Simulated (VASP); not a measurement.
# YSi2Ir2: structure and properties in VASP, part 3 of 4

Wanted: the relaxed cell of YSi2Ir2 and its properties. The start is a computed cell from the Materials Project.

VASP 6.6.1; LDA; plane waves and PAW (Y_sv, Si, Ir).

Still holding for the runs below: This run has no spin polarisation. Its electron count is odd, so without a moment it is a metal by construction.

So far. Step 4 (Density, ELF and potential (LDA)): In this run the pressure is -0.01 GPa, small enough to go on. Step 5 (Bands along the symmetry lines (LDA)): There is no gap at this level.

### Step 6. Total and projected DOS (LDA)

A density of states needs more k-points than a total energy; ISMEAR = -5 takes tetrahedra, and LORBIT projects the states on the PAW spheres. The mesh is finer than in the run before.

The input, INCAR:

```
SYSTEM = YSi2Ir2
PREC = Accurate
ENCUT = 400
EDIFF = 1E-06
NELM = 100
ISMEAR = -5
SIGMA = 0.2
LREAL = .FALSE.
ALGO = Normal
GGA = CA
NBANDS = 33
LASPH = .TRUE.
LORBIT = 11
LWAVE = .FALSE.
LCHARG = .FALSE.
KPAR = 4
NEDOS = 2001
```

The input, POSCAR:

```
YSi2Ir2
1.0
   -4.0174228643      0.0000000000      0.0000000000
    0.0000000000      4.0174228643      0.0000000000
    2.0087114321     -2.0087114321     -4.9312135971
Y Si Ir
1 2 2
Direct
    0.0000000000      0.0000000000      0.0000000000
    0.3792189320      0.3792189320      0.7584378640
    0.6207810680      0.6207810680      0.2415621360
    0.7500000000      0.2500000000      0.5000000000
    0.2500000000      0.7500000000      0.5000000000
```

The input, KPOINTS:

```
Automatic mesh
0
Gamma
8 8 8
0 0 0
```

PAW data sets: Y_sv, Si and Ir (LDA family, release 64).

Started as:

```bash
> mpirun -np 4 vasp_std
```

Log:

```text
[... set-up lines as in an earlier step ...]
 entering main loop
       N       E                     dE             d eps       ncg     rms          rms(c)
DAV:   1     0.201834170577E+03    0.20183E+03   -0.13638E+04  3894   0.869E+02
DAV:   2    -0.344806758619E+02   -0.23631E+03   -0.21093E+03  3946   0.256E+02
DAV:   3    -0.471663779822E+02   -0.12686E+02   -0.12366E+02  5428   0.597E+01
DAV:   4    -0.476231917467E+02   -0.45681E+00   -0.45385E+00  5520   0.101E+01
DAV:   5    -0.476309655245E+02   -0.77738E-02   -0.77877E-02  5406   0.117E+00    0.391E+01
DAV:   6    -0.456440101040E+02    0.19870E+01   -0.41314E+00  5902   0.171E+01    0.203E+01
DAV:   7    -0.453471179916E+02    0.29689E+00   -0.10433E+00  5753   0.737E+00    0.122E+01
DAV:   8    -0.452591228752E+02    0.87995E-01   -0.39198E-01  5760   0.514E+00    0.252E+00
DAV:   9    -0.452455396623E+02    0.13583E-01   -0.41521E-02  4619   0.157E+00    0.544E-01
DAV:  10    -0.452453671261E+02    0.17254E-03   -0.48384E-03  5320   0.385E-01    0.191E-01
DAV:  11    -0.452453362470E+02    0.30879E-04   -0.23477E-04  5387   0.112E-01    0.967E-02
DAV:  12    -0.452453312132E+02    0.50339E-05   -0.26545E-05  5102   0.395E-02    0.225E-02
DAV:  13    -0.452453274374E+02    0.37758E-05   -0.34512E-06  4793   0.154E-02    0.711E-03
DAV:  14    -0.452453300917E+02   -0.26542E-05   -0.35639E-07  2871   0.418E-03    0.249E-03
DAV:  15    -0.452453284837E+02    0.16080E-05   -0.61539E-08  2560   0.205E-03    0.735E-04
DAV:  16    -0.452453284186E+02    0.65058E-07   -0.19508E-08  2425   0.112E-03
   1 F= -.45245328E+02 E0= -.45245328E+02  d E =0.000000E+00
 -----------------------------------------------------------------------------
|                                                                             |
|           W    W    AA    RRRRR   N    N  II  N    N   GGGG   !!!           |
|           W    W   A  A   R    R  NN   N  II  NN   N  G    G  !!!           |
|           W    W  A    A  R    R  N N  N  II  N N  N  G       !!!           |
|           W WW W  AAAAAA  RRRRR   N  N N  II  N  N N  G  GGG   !            |
|           WW  WW  A    A  R   R   N   NN  II  N   NN  G    G                |
|           W    W  A    A  R    R  N    N  II  N    N   GGGG   !!!           |
|                                                                             |
|     Tetrahedron method does not include variations of the Fermi             |
|     occupations, so forces and stress will be inaccurate. We suggest        |
|     using a different smearing scheme ISMEAR = 1 or 2 for metals in         |
|     relaxations.                                                            |
|                                                                             |
 -----------------------------------------------------------------------------
```

Run time: 32 s. Hardware: 4 MPI ranks of Intel Xeon Platinum 8259CL at 2.50GHz (Skylake/Cascade Lake), shared host; peak memory 0.97 GiB.

Parts of OUTCAR (step 6):

```text
   k-points           NKPTS =     59   k-points in BZ     NKDIM =     59   number of bands    NBANDS=     33

   NELECT =      37.0000    total number of electrons

 E-fermi :   8.5416

 k-point     1 :       0.0000    0.0000    0.0000
  band No.  band energies     occupation
    ...
     15       6.3848      2.00000
     16       7.4458      2.00000
     17       7.4458      2.00000
     18       7.5036      2.00000
     19       7.8895      2.01114
     20       9.3374      0.00000
     21      10.9259      0.00000
     22      10.9259      0.00000
     23      11.1853      0.00000
     24      12.2112      0.00000
    ...

  Total        0.0957703      0.0957703     -0.2481394      0.0000000      0.0000000     -0.0000000
  in kB        1.9279360      1.9279360     -4.9952523      0.0000000      0.0000000     -0.0000000
  external PRESSURE =      -0.3797934 kB  Pullay stress =       0.0000000 kB

 POSITION                                       TOTAL-FORCE (eV/Angst)
 -----------------------------------------------------------------------------------
      0.00000      0.00000      0.00000         0.000000     -0.000000     -0.000000
     -0.00000      0.00000     -3.74002         0.000000     -0.000000      0.048994
     -2.00871      2.00871     -1.19119        -0.000000      0.000000     -0.048994
     -2.00871      0.00000     -2.46561        -0.000000     -0.000000      0.000000
     -0.00000      2.00871     -2.46561         0.000000      0.000000     -0.000000
 -----------------------------------------------------------------------------------
    total drift:                               -0.000000      0.000000     -0.000000

  FREE ENERGIE OF THE ION-ELECTRON SYSTEM (eV)
  ---------------------------------------------------
  free  energy   TOTEN  =       -45.2453284186 eV

  energy  without entropy=      -45.2453284186  energy(sigma->0) =      -45.24532842

[... 6 parts as in an earlier step ...]

[... 10 further parts left out ...]
```

With tetrahedra the forces and stress of a metal are not exact derivatives of the energy.

Numbers from this step:

* SCF cycles: 16
* irreducible k-points: 59
* free energy (TOTEN): -45.25 eV
* Fermi energy: 8.542 eV
* pressure: -0.03798 GPa
* DOS at the Fermi level: 2.315 states/eV/cell

The density of states has structure finer than the step of the table below, so its rows give means over 1 eV, whole bins alone (the curve runs from -12.0 to 4.67 eV). Peaks (eV: height): total -5.2: 5.52, -4.3: 9.14, -3.5: 5.32, -2.5: 5.45; Ir d -4.3: 5.49, -3.5: 3.24, -2.5: 3.94, -1.9: 3.75; Y d -1.3: 0.462, 2.2: 0.796, 4.2: 2.00; Si p -5.8: 0.527, -5.2: 0.615, -4.2: 0.687, -3.5: 0.373; Ir p -4.2: 0.474, -3.0: 0.358, -1.9: 0.301, -1.3: 0.336.

States under -12.0 eV and over 4.7 eV are left out. The density of states by energy, zero at the Fermi level; means over each step; 7 of 9 lines; values in states/eV/cell:

| energy (eV) | total | Ir d | Y d | Si p | Ir p | Y p | Ir s |
| --- | --- | --- | --- | --- | --- | --- | --- |
| -11 | 0.639 | 0.0233 | 0.00179 | 0.00567 | 0.0188 | 0.0140 | 0.158 |
| -10 | 1.52 | 0.156 | 0.0215 | 0.0133 | 0.0813 | 0.0351 | 0.153 |
| -9 | 1.32 | 0.272 | 0.0196 | 0.0452 | 0.103 | 0.00769 | 0.160 |
| -8 | 0.452 | 0.115 | 0.00483 | 0.0155 | 0.0433 | 7.1e-4 | 0.0328 |
| -7 | 1.36 | 0.488 | 0.0258 | 0.160 | 0.0208 | 0.0205 | 0.231 |
| -6 | 2.68 | 1.20 | 0.0384 | 0.302 | 0.0888 | 0.0378 | 0.242 |
| -5 | 3.86 | 2.20 | 0.0982 | 0.384 | 0.134 | 0.0739 | 0.132 |
| -4 | 5.52 | 3.23 | 0.158 | 0.419 | 0.286 | 0.130 | 0.0904 |
| -3 | 4.51 | 2.87 | 0.137 | 0.270 | 0.240 | 0.0729 | 0.0582 |
| -2 | 3.75 | 2.60 | 0.112 | 0.136 | 0.217 | 0.0600 | 0.0281 |
| -1 | 2.50 | 1.10 | 0.295 | 0.107 | 0.213 | 0.0741 | 0.0359 |
| 0 | 1.60 | 0.539 | 0.289 | 0.0908 | 0.117 | 0.0463 | 0.0192 |
| 1 | 2.57 | 1.21 | 0.436 | 0.153 | 0.116 | 0.0422 | 0.0475 |
| 2 | 1.81 | 0.547 | 0.565 | 0.0901 | 0.101 | 0.0173 | 0.0317 |
| 3 | 2.53 | 0.342 | 0.988 | 0.0980 | 0.0983 | 0.0346 | 0.109 |
| 4 | 3.67 | 0.411 | 1.69 | 0.176 | 0.113 | 0.0747 | 0.134 |

The finer mesh and the other smearing move the Fermi level by +0.01 eV from the 5×5×5 run, a small shift, which tests the Fermi level alone. Of the states within 0.3 eV of the Fermi level, the largest shares in the PAW spheres are Ir d 34 %, Y d 18 % and Ir p 7 %. The rest lies in smaller channels or between the spheres.

### Step 7. Volume scan with LDA, volume scale 0.94

An equation of state needs energies on both sides of the minimum, all on one mesh and cutoff.

The input, INCAR:

```
SYSTEM = YSi2Ir2
PREC = Accurate
ENCUT = 400
EDIFF = 1E-06
NELM = 100
ISMEAR = 1
SIGMA = 0.2
LREAL = .FALSE.
ALGO = Normal
GGA = CA
NBANDS = 24
LASPH = .TRUE.
LORBIT = 11
LWAVE = .FALSE.
LCHARG = .FALSE.
KPAR = 4
ISIF = 2
```

POSCAR: that of step 6 with these lines changed.

```diff
@@ -2,5 +2,5 @@
 1.0
-   -4.0174228643      0.0000000000      0.0000000000
-    0.0000000000      4.0174228643      0.0000000000
-    2.0087114321     -2.0087114321     -4.9312135971
+   -3.9354116307      0.0000000000      0.0000000000
+    0.0000000000      3.9354116307      0.0000000000
+    1.9677058153     -1.9677058153     -4.8305483388
 Y Si Ir
```

The input, KPOINTS:

```
Automatic mesh
0
Gamma
5 5 5
0 0 0
```

Started as:

```bash
> mpirun -np 4 vasp_std
```

Log:

```text
[... set-up lines as in an earlier step ...]
 entering main loop
       N       E                     dE             d eps       ncg     rms          rms(c)
DAV:   1     0.231373134929E+03    0.23137E+03   -0.14315E+04   864   0.120E+03
DAV:   2    -0.283578423393E+02   -0.25973E+03   -0.24810E+03   872   0.364E+02
DAV:   3    -0.467087297341E+02   -0.18351E+02   -0.18003E+02  1216   0.820E+01
DAV:   4    -0.474511298412E+02   -0.74240E+00   -0.74119E+00  1352   0.180E+01
DAV:   5    -0.474631300379E+02   -0.12000E-01   -0.11997E-01  1208   0.185E+00    0.444E+01
DAV:   6    -0.454562927005E+02    0.20068E+01   -0.74668E+00  1400   0.234E+01    0.229E+01
DAV:   7    -0.451310516637E+02    0.32524E+00   -0.19041E+00  1408   0.933E+00    0.127E+01
DAV:   8    -0.450592964999E+02    0.71755E-01   -0.54870E-01  1344   0.658E+00    0.224E+00
DAV:   9    -0.450473088545E+02    0.11988E-01   -0.70314E-02  1264   0.196E+00    0.484E-01
DAV:  10    -0.450472066942E+02    0.10216E-03   -0.45406E-03  1328   0.511E-01    0.191E-01
DAV:  11    -0.450471635702E+02    0.43124E-04   -0.34470E-04  1320   0.138E-01    0.893E-02
DAV:  12    -0.450471583921E+02    0.51782E-05   -0.38417E-05  1224   0.485E-02    0.192E-02
DAV:  13    -0.450471583596E+02    0.32416E-07   -0.49105E-06  1104   0.160E-02
   1 F= -.45047158E+02 E0= -.45043555E+02  d E =-.108105E-01
```

Run time: 9 s. Hardware: 4 MPI ranks; peak memory 0.67 GiB.

Parts of OUTCAR (step 7):

```text
   ENCUT  =  400.0 eV  29.40 Ry    5.42 a.u.   6.42  6.42  9.09*2*pi/ulx,y,z

   NELECT =      37.0000    total number of electrons

 E-fermi :   9.2684

 k-point     1 :       0.0000    0.0000    0.0000
  band No.  band energies     occupation
    ...
     15       7.0446      2.00000
     16       8.1108      2.00000
     17       8.1108      2.00000
     18       8.1705      2.00000
     19       8.5532      2.00001
     20      10.2648     -0.00000
     21      11.7974     -0.00000
     22      11.7974     -0.00000
     23      12.0452     -0.00000
     24      13.1412     -0.00000

  Total        7.3663209      7.3663209      6.6171628      0.0000000     -0.0000000      0.0000000
  in kB      157.7554802    157.7554802    141.7116785      0.0000000     -0.0000000      0.0000000
  external PRESSURE =     152.4075463 kB  Pullay stress =       0.0000000 kB

 POSITION                                       TOTAL-FORCE (eV/Angst)
 -----------------------------------------------------------------------------------
      0.00000      0.00000      0.00000        -0.000000      0.000000      0.000000
     -0.00000      0.00000     -3.66367        -0.000000      0.000000     -0.670984
     -1.96771      1.96771     -1.16688         0.000000     -0.000000      0.670984
     -1.96771      0.00000     -2.41527         0.000000     -0.000000      0.000000
     -0.00000      1.96771     -2.41527        -0.000000     -0.000000      0.000000
 -----------------------------------------------------------------------------------
    total drift:                               -0.000000      0.000000     -0.000000

  FREE ENERGIE OF THE ION-ELECTRON SYSTEM (eV)
  ---------------------------------------------------
  free  energy   TOTEN  =       -45.0471583596 eV

  energy  without entropy=      -45.0363478130  energy(sigma->0) =      -45.04355484

[... 2 parts as in an earlier step ...]

[... 14 further parts left out ...]
```

The scan keeps the cell's shape and the fractional positions fixed.

This step gave:

```yaml
scf_cycles: 13
bands: 24
irreducible_k_points: 18
free_energy_toten: -45.05 eV
energy_at_zero_smearing: -45.04 eV
fermi_energy: 9.268 eV
pressure: 15.24 GPa
```

Force by atom:

| atom | x (eV/Å) | y (eV/Å) | z (eV/Å) | size |
| --- | --- | --- | --- | --- |
| Y1 | 0.000 | 0.000 | 0.000 | 0.000 |
| Si2 | 0.000 | 0.000 | -0.671 | 0.671 |
| Si3 | 0.000 | 0.000 | 0.671 | 0.671 |
| Ir4 | 0.000 | 0.000 | 0.000 | 0.000 |
| Ir5 | 0.000 | 0.000 | 0.000 | 0.000 |

The pressure here is 15.24 GPa.

### Step 8. Volume scan with LDA, volume scale 0.96

INCAR is that of step 7.

POSCAR: that of step 7 with these lines changed.

```diff
@@ -2,5 +2,5 @@
 1.0
-   -3.9354116307      0.0000000000      0.0000000000
-    0.0000000000      3.9354116307      0.0000000000
-    1.9677058153     -1.9677058153     -4.8305483388
+   -3.9631267103      0.0000000000      0.0000000000
+    0.0000000000      3.9631267103      0.0000000000
+    1.9815633551     -1.9815633551     -4.8645674057
 Y Si Ir
```

KPOINTS is that of step 7.

Started as:

```bash
> mpirun -np 4 vasp_std
```

Log:

```text
[... set-up lines as in an earlier step ...]
 entering main loop
       N       E                     dE             d eps       ncg     rms          rms(c)
DAV:   1     0.229795216625E+03    0.22980E+03   -0.14264E+04   864   0.120E+03
DAV:   2    -0.278690554226E+02   -0.25766E+03   -0.24602E+03   864   0.363E+02
DAV:   3    -0.468507662491E+02   -0.18982E+02   -0.18563E+02  1232   0.831E+01
DAV:   4    -0.475581100826E+02   -0.70734E+00   -0.70638E+00  1360   0.179E+01
DAV:   5    -0.475720668834E+02   -0.13957E-01   -0.13954E-01  1232   0.198E+00    0.425E+01
DAV:   6    -0.455821124109E+02    0.19900E+01   -0.75618E+00  1400   0.234E+01    0.220E+01
DAV:   7    -0.452592171950E+02    0.32290E+00   -0.19828E+00  1416   0.952E+00    0.126E+01
DAV:   8    -0.451826172353E+02    0.76600E-01   -0.57635E-01  1336   0.675E+00    0.226E+00
DAV:   9    -0.451707677919E+02    0.11849E-01   -0.70627E-02  1264   0.196E+00    0.475E-01
DAV:  10    -0.451706488266E+02    0.11897E-03   -0.45148E-03  1344   0.513E-01    0.185E-01
DAV:  11    -0.451706055904E+02    0.43236E-04   -0.35222E-04  1296   0.136E-01    0.874E-02
DAV:  12    -0.451706005970E+02    0.49934E-05   -0.37621E-05  1248   0.476E-02    0.185E-02
DAV:  13    -0.451706005550E+02    0.41927E-07   -0.49022E-06  1160   0.155E-02
   1 F= -.45170601E+02 E0= -.45166994E+02  d E =-.108199E-01
```

It took 9.8 s on 4 MPI ranks; peak memory 0.65 GiB.

OUTCAR, selected parts (step 8):

```text
   ENCUT  =  400.0 eV  29.40 Ry    5.42 a.u.   6.46  6.46  9.16*2*pi/ulx,y,z

   NELECT =      37.0000    total number of electrons

 E-fermi :   9.0149

 k-point     1 :       0.0000    0.0000    0.0000
  band No.  band energies     occupation
    ...
     15       6.8187      2.00000
     16       7.8803      2.00000
     17       7.8803      2.00000
     18       7.9412      2.00000
     19       8.3201      2.00001
     20       9.9389     -0.00000
     21      11.4974     -0.00000
     22      11.4974     -0.00000
     23      11.7490     -0.00000
     24      12.8215     -0.00000

  Total        4.7319034      4.7319034      4.2509667      0.0000000     -0.0000000      0.0000000
  in kB       99.2261885     99.2261885     89.1411310      0.0000000     -0.0000000      0.0000000
  external PRESSURE =      95.8645027 kB  Pullay stress =       0.0000000 kB

 POSITION                                       TOTAL-FORCE (eV/Angst)
 -----------------------------------------------------------------------------------
      0.00000      0.00000      0.00000        -0.000000      0.000000      0.000000
     -0.00000      0.00000     -3.68947        -0.000000      0.000000     -0.424892
     -1.98156      1.98156     -1.17510         0.000000     -0.000000      0.424892
     -1.98156      0.00000     -2.43228         0.000000     -0.000000      0.000000
     -0.00000      1.98156     -2.43228        -0.000000     -0.000000      0.000000
 -----------------------------------------------------------------------------------
    total drift:                               -0.000000      0.000000     -0.000000

  FREE ENERGIE OF THE ION-ELECTRON SYSTEM (eV)
  ---------------------------------------------------
  free  energy   TOTEN  =       -45.1706005550 eV

  energy  without entropy=      -45.1597806458  energy(sigma->0) =      -45.16699392

[... 3 parts as in an earlier step ...]

[... 13 further parts left out ...]
```

Numbers from this step:

```yaml
free_energy_toten: -45.17 eV
energy_at_zero_smearing: -45.17 eV
fermi_energy: 9.015 eV
pressure: 9.586 GPa
```

Force by atom:

| atom | x (eV/Å) | y (eV/Å) | z (eV/Å) | size |
| --- | --- | --- | --- | --- |
| Y1 | 0.000 | 0.000 | 0.000 | 0.000 |
| Si2 | 0.000 | 0.000 | -0.425 | 0.425 |
| Si3 | 0.000 | 0.000 | 0.425 | 0.425 |
| Ir4 | 0.000 | 0.000 | 0.000 | 0.000 |
| Ir5 | 0.000 | 0.000 | 0.000 | 0.000 |

The pressure falls from 15.24 to 9.59 GPa.

The run ends at a pressure of 9.59 GPa, with forces up to 0.42 eV/Å.

### Step 9. Volume scan with LDA, volume scale 0.98

INCAR is that of step 8.

POSCAR: that of step 8 with these lines changed.

```diff
@@ -2,5 +2,5 @@
 1.0
-   -3.9631267103      0.0000000000      0.0000000000
-    0.0000000000      3.9631267103      0.0000000000
-    1.9815633551     -1.9815633551     -4.8645674057
+   -3.9904594823      0.0000000000      0.0000000000
+    0.0000000000      3.9904594823      0.0000000000
+    1.9952297411     -1.9952297411     -4.8981172066
 Y Si Ir
```

KPOINTS is that of step 8.

Started as:

```bash
> mpirun -np 4 vasp_std
```

Log:

```text
[... set-up lines as in an earlier step ...]
 entering main loop
       N       E                     dE             d eps       ncg     rms          rms(c)
DAV:   1     0.228727330378E+03    0.22873E+03   -0.14423E+04   864   0.120E+03
DAV:   2    -0.281670101739E+02   -0.25689E+03   -0.24523E+03   864   0.360E+02
DAV:   3    -0.468903095265E+02   -0.18723E+02   -0.18281E+02  1224   0.832E+01
DAV:   4    -0.476123948095E+02   -0.72209E+00   -0.72081E+00  1384   0.178E+01
[...]
DAV:  11    -0.452408013730E+02    0.43331E-04   -0.36572E-04  1304   0.138E-01    0.850E-02
DAV:  12    -0.452407962165E+02    0.51565E-05   -0.38557E-05  1224   0.480E-02    0.182E-02
DAV:  13    -0.452407961500E+02    0.66472E-07   -0.50716E-06  1168   0.154E-02
   1 F= -.45240796E+02 E0= -.45237190E+02  d E =-.108173E-01
```

Run time: 9.8 s. Hardware: 4 MPI ranks; peak memory 0.66 GiB; 37 s of CPU time.

OUTCAR, selected parts (step 9):

```text
  Total        2.2823474      2.2823474      2.0398202      0.0000000     -0.0000000      0.0000000
  in kB       46.8832110     46.8832110     41.9012992      0.0000000     -0.0000000      0.0000000
  external PRESSURE =      45.2225738 kB  Pullay stress =       0.0000000 kB

 POSITION                                       TOTAL-FORCE (eV/Angst)
 -----------------------------------------------------------------------------------
      0.00000      0.00000      0.00000         0.000000     -0.000000      0.000000
     -0.00000      0.00000     -3.71492        -0.000000      0.000000     -0.199622
     -1.99523      1.99523     -1.18320         0.000000     -0.000000      0.199622
     -1.99523      0.00000     -2.44906        -0.000000      0.000000     -0.000000
     -0.00000      1.99523     -2.44906         0.000000     -0.000000      0.000000
 -----------------------------------------------------------------------------------
    total drift:                               -0.000000      0.000000     -0.000000

  FREE ENERGIE OF THE ION-ELECTRON SYSTEM (eV)
  ---------------------------------------------------
  free  energy   TOTEN  =       -45.2407961500 eV

  energy  without entropy=      -45.2299788614  energy(sigma->0) =      -45.23719039

[... 1 part as in an earlier step ...]

[... 2 further parts left out ...]
[key lines of the parts left out:]
E-fermi :   8.7709
```

The pressure falls from 9.59 to 4.52 GPa.

The run ends at a pressure of 4.52 GPa, with forces up to 0.20 eV/Å.

### Step 10. Volume scan with LDA, volume scale 1

INCAR is that of step 9.

POSCAR: that of step 9 with these lines changed.

```diff
@@ -2,5 +2,5 @@
 1.0
-   -3.9904594823      0.0000000000      0.0000000000
-    0.0000000000      3.9904594823      0.0000000000
-    1.9952297411     -1.9952297411     -4.8981172066
+   -4.0174228643      0.0000000000      0.0000000000
+    0.0000000000      4.0174228643      0.0000000000
+    2.0087114321     -2.0087114321     -4.9312135971
 Y Si Ir
```

KPOINTS is that of step 9.

Started as:

```bash
> mpirun -np 4 vasp_std
```

Log:

```text
[... set-up lines as in an earlier step ...]
 entering main loop
       N       E                     dE             d eps       ncg     rms          rms(c)
[... 13 cycles as in an earlier step ...]
   1 F= -.45263389E+02 E0= -.45259788E+02  d E =-.108032E-01
```

Elapsed: 9.8 s, on 4 MPI ranks; peak memory 0.67 GiB; 37 s of CPU time.

Parts of OUTCAR (step 10):

```text
[... 6 parts as in an earlier step ...]

[... 1 further part left out ...]
[key lines of the parts left out:]
E-fermi :   8.5359
```

The pressure falls from 4.52 to -0.01 GPa.

The run ends at a pressure of -0.01 GPa, with forces up to 0.0063 eV/Å.

(Part 3 of 4 ends here.)

[Lines on the potential files, build, host, timing and source positions are cut from VASP's logs without a mark.]

[Logs are printed without paths, hosts, clocks, repeated set-up lines and the standing remarks that a program may print on its own settings, such as how far it seeks lower states.]

[Hosts, paths, dates, database ids (printed as entryN), source tags and the programs' standing remarks are cut or masked in the printed files.]

[A measured line is paired with the nearest computed mode of its activity, which favours agreement.]
